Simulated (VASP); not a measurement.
All values below come from r2SCAN meta-GGA, VASP's PBE PAW potentials (set 64) (plane waves; VASP).

Input for VASP

### INCAR
```
! general
SYSTEM  = TaN
PREC    = Accurate
ENCUT   = 520   ! plane-wave cut-off (eV)
LREAL   = F
LASPH   = T   ! aspherical one-centre terms

! electronic loop
EDIFF   = 1E-6   ! SCF stop (eV)
NELM    = 100
ALGO    = Normal
LMAXMIX = 6   ! l cut-off of mixed one-centre charges
LMIXTAU = T

! smearing
ISMEAR  = 1
SIGMA   = 0.1

! functional
METAGGA = R2SCAN

! ions
IBRION  = 2
NSW     = 60   ! most ionic steps
ISIF    = 3
EDIFFG  = -0.01

! output
LWAVE   = F
LCHARG  = F
```

### POSCAR
```
TaN
1
    2.9399400000     0.0000000000     0.0000000000
   -1.4699700000     2.5460630000     0.0000000000
    0.0000000000     0.0000000000     2.8901800000
Ta N
1 1
Direct
  0.0000000000   0.0000000000   0.5000000000
  0.6666670000   0.3333330000   0.0000000000
```

File KPOINTS:
```
Automatic mesh
0
Gamma
13 13 11
0 0 0
```

POTCAR, in this order: Ta_pv N (PBE.64 set). Program: vasp_std.

Output

File OUTCAR:
```
 ion  position               nearest neighbor table
   1  0.000  0.000  0.500-   2 2.23   2 2.23   2 2.23   2 2.23   2 2.23   2 2.23
   2  0.667  0.333  0.000-   1 2.23   1 2.23   1 2.23   1 2.23   1 2.23   1 2.23
  LATTYP: Found a hexagonal cell.
 ALAT       =     2.9399400000
 C/A-ratio  =     0.9830744845
 Subroutine PRICEL returns:
 Original cell was already a primitive cell.
 Subroutine GETGRP returns: Found 12 space group operations
The static configuration has the point symmetry D_3h.
The dynamic configuration has the point symmetry D_3h.
 Subroutine INISYM returns: Found 12 space group operations
 Subroutine IBZKPT returns following result:
 Found    126 irreducible k-points:

 Following reciprocal coordinates:
            Coordinates               Weight
  0.000000  0.000000  0.000000      1.000000
  0.076923  0.000000  0.000000      6.000000
  0.153846  0.000000  0.000000      6.000000
  0.230769  0.000000  0.000000      6.000000
  0.307692  0.000000  0.000000      6.000000
  0.384615  0.000000  0.000000      6.000000
  0.461538  0.000000  0.000000      6.000000
  0.076923  0.076923  0.000000      6.000000
  0.153846  0.076923  0.000000     12.000000
  0.230769  0.076923  0.000000     12.000000
  0.307692  0.076923  0.000000     12.000000
  0.384615  0.076923  0.000000     12.000000
  0.461538  0.076923  0.000000      6.000000
  0.153846  0.153846  0.000000      6.000000
  0.230769  0.153846  0.000000     12.000000
  0.307692  0.153846  0.000000     12.000000
  0.384615  0.153846  0.000000     12.000000
  0.230769  0.230769  0.000000      6.000000
  0.307692  0.230769  0.000000     12.000000
  0.384615  0.230769  0.000000      6.000000
  0.307692  0.307692  0.000000      6.000000
  0.000000  0.000000  0.090909      2.000000
  0.076923  0.000000  0.090909     12.000000
  0.153846  0.000000  0.090909     12.000000
  0.230769  0.000000  0.090909     12.000000
  0.307692  0.000000  0.090909     12.000000
  0.384615  0.000000  0.090909     12.000000
  0.461538  0.000000  0.090909     12.000000
  0.076923  0.076923  0.090909     12.000000
  0.153846  0.076923  0.090909     24.000000
  0.230769  0.076923  0.090909     24.000000
  0.307692  0.076923  0.090909     24.000000
  0.384615  0.076923  0.090909     24.000000
  0.461538  0.076923  0.090909     12.000000
  0.153846  0.153846  0.090909     12.000000
  0.230769  0.153846  0.090909     24.000000
  0.307692  0.153846  0.090909     24.000000
  0.384615  0.153846  0.090909     24.000000
  0.230769  0.230769  0.090909     12.000000
  0.307692  0.230769  0.090909     24.000000
   k-points           NKPTS =    126   k-points in BZ     NKDIM =    126   number of bands    NBANDS=     12
   number of dos      NEDOS =    301   number of ions     NIONS =      2
   total plane-waves  NPLWV =  13824
   dimension x,y,z NGX =    24 NGY =   24 NGZ =   24
   dimension x,y,z NGXF=    48 NGYF=   48 NGZF=   48
   ions per type =               1   1
   PREC   = accura    normal or accurate (medium, high low for compatibility)
   ISTART =      0    job   : 0-new  1-cont  2-samecut
   ICHARG =      2    charge: 1-file 2-atom 10-const
   ISPIN  =      1    spin polarized calculation?
   LNONCOLLINEAR =      F non collinear calculations
   LSORBIT =      F    spin-orbit coupling
   INIWAV =      1    electr: 0-lowe 1-rand  2-diag
   ENCUT  =  520.0 eV  38.22 Ry    6.18 a.u.   5.47  5.47  5.37*2*pi/ulx,y,z
   NELM   =    100;   NELMIN=  2; NELMDL= -5     # of ELM steps
   EDIFF  = 0.1E-05   stopping-criterion for ELM
   LREAL  =      F    real-space projection
   NLSPLINE    = F    spline interpolate recip. space projectors
...
```

### OSZICAR
```
       N       E                     dE             d eps       ncg     rms          rms(c)
DAV:   1     0.554979759373E+02    0.55498E+02   -0.97076E+03  3032   0.144E+03
DAV:   2    -0.634268742733E+02   -0.11892E+03   -0.11368E+03  3472   0.352E+02
DAV:   3    -0.672947427882E+02   -0.38679E+01   -0.38238E+01  3720   0.623E+01
DAV:   4    -0.673374877353E+02   -0.42745E-01   -0.42671E-01  3396   0.644E+00
DAV:   5    -0.673380328943E+02   -0.54516E-03   -0.54492E-03  3708   0.598E-01    0.242E+01
DAV:   6    -0.599883847803E+02    0.73496E+01   -0.73821E+00  3608   0.320E+01    0.961E+00
DAV:   7    -0.604803185402E+02   -0.49193E+00   -0.39569E-01  3372   0.699E+00    0.581E+00
DAV:   8    -0.599841104532E+02    0.49621E+00   -0.30603E-01  3060   0.767E+00    0.858E-01
DAV:   9    -0.604043232746E+02   -0.42021E+00   -0.18910E-01  3040   0.556E+00    0.731E-01
DAV:  10    -0.603964009924E+02    0.79223E-02   -0.12627E-02  3740   0.109E+00    0.339E-01
DAV:  11    -0.603901215036E+02    0.62795E-02   -0.38866E-03  3168   0.749E-01    0.294E-01
DAV:  12    -0.603959357276E+02   -0.58142E-02   -0.85640E-03  3500   0.882E-01    0.197E-02
DAV:  13    -0.603958264037E+02    0.10932E-03   -0.56798E-04  3092   0.299E-01    0.217E-02
DAV:  14    -0.603959175742E+02   -0.91170E-04   -0.20059E-05  3632   0.542E-02    0.149E-02
DAV:  15    -0.603959232942E+02   -0.57200E-05   -0.46458E-06  3296   0.242E-02    0.530E-03
DAV:  16    -0.603959320838E+02   -0.87896E-05   -0.25809E-06  3056   0.196E-02    0.167E-03
DAV:  17    -0.603959224291E+02    0.96547E-05   -0.47510E-07  1536   0.926E-03    0.598E-04
DAV:  18    -0.603959241036E+02   -0.16745E-05   -0.44174E-08  1540   0.268E-03    0.513E-04
DAV:  19    -0.603959238325E+02    0.27112E-06   -0.60734E-09  1528   0.931E-04
   1 F= -.60395924E+02 E0= -.60395962E+02  d E =-.603959E+02
       N       E                     dE             d eps       ncg     rms          rms(c)
DAV:   1    -0.603959594280E+02   -0.35324E-04   -0.32297E-03  3024   0.608E-01    0.600E-02
DAV:   2    -0.603959235431E+02    0.35885E-04   -0.77529E-05  3452   0.956E-02    0.293E-02
DAV:   3    -0.603959127885E+02    0.10755E-04   -0.24086E-05  3632   0.572E-02    0.796E-03
DAV:   4    -0.603959179958E+02   -0.52074E-05   -0.50639E-06  3324   0.238E-02    0.471E-03
DAV:   5    -0.603959161213E+02    0.18746E-05   -0.10521E-06  1712   0.119E-02    0.436E-03
DAV:   6    -0.603959173525E+02   -0.12312E-05   -0.26202E-07  1516   0.521E-03    0.113E-03
DAV:   7    -0.603959169829E+02    0.36953E-06   -0.86479E-08  1524   0.331E-03
   2 F= -.60395917E+02 E0= -.60395955E+02  d E =0.684957E-05
       N       E                     dE             d eps       ncg     rms          rms(c)
DAV:   1    -0.603959447615E+02   -0.27409E-04   -0.11398E-03  3024   0.361E-01    0.357E-02
DAV:   2    -0.603959307980E+02    0.13963E-04   -0.27192E-05  3452   0.566E-02    0.176E-02
DAV:   3    -0.603959307450E+02    0.53015E-07   -0.85315E-06  3616   0.341E-02
   3 F= -.60395931E+02 E0= -.60395969E+02  d E =-.691248E-05
```

### OUTCAR
```
------------------------ aborting loop because EDIFF is reached ----------------------------------------
  FORCE on cell =-STRESS in cart. coord.  units (eV):
  Direction    XX          YY          ZZ          XY          YZ          ZX
  --------------------------------------------------------------------------------------
  Total        0.0020508      0.0020508      0.0029159      0.0000000      0.0000000      0.0000000
  in kB        0.1519089      0.1519089      0.2159901      0.0000000      0.0000000      0.0000000
  external PRESSURE =       0.1732693 kB  Pullay stress =       0.0000000 kB
  volume of cell :       21.63
      direct lattice vectors                 reciprocal lattice vectors
     2.940119450  0.000000000  0.000000000     0.340122236  0.196369643 -0.000000000
    -1.470059725  2.546218408 -0.000000000     0.000000000  0.392739286 -0.000000000
     0.000000000  0.000000000  2.889237722     0.000000000  0.000000000  0.346112053
 POSITION                                       TOTAL-FORCE (eV/Angst)
 -----------------------------------------------------------------------------------
      0.00000      0.00000      1.44462        -0.000000      0.000000      0.000000
      1.47006      0.84874      2.88924         0.000000     -0.000000      0.000000
 -----------------------------------------------------------------------------------
    total drift:                               -0.000937      0.000545      0.000000
  FREE ENERGIE OF THE ION-ELECTRON SYSTEM (eV)
  ---------------------------------------------------
  free  energy   TOTEN  =       -60.3959307450 eV

  energy  without entropy=      -60.3960455353  energy(sigma->0) =      -60.39596901

 reached required accuracy - stopping structural energy minimisation
```
(Selected blocks of OUTCAR.)

### CONTCAR
```
TaN
   1.00000000000000
     2.9401194495170708    0.0000000000000000    0.0000000000000000
    -1.4700597247585354    2.5462184078907266   -0.0000000000000000
     0.0000000000000000    0.0000000000000000    2.8892377216815128
  Ta              N
     1     1
Direct
     0.0000000000000000    0.0000000000000000    0.5000000000000000
     0.6666669999999968    0.3333330000000032    1.0000000000000000
```

The structure comes from a computed database's TaN entry (P-6m2); how it stands against other phases isn't given here. This run relaxes it. Symmetry was kept, so distortions that lower it aren't found.
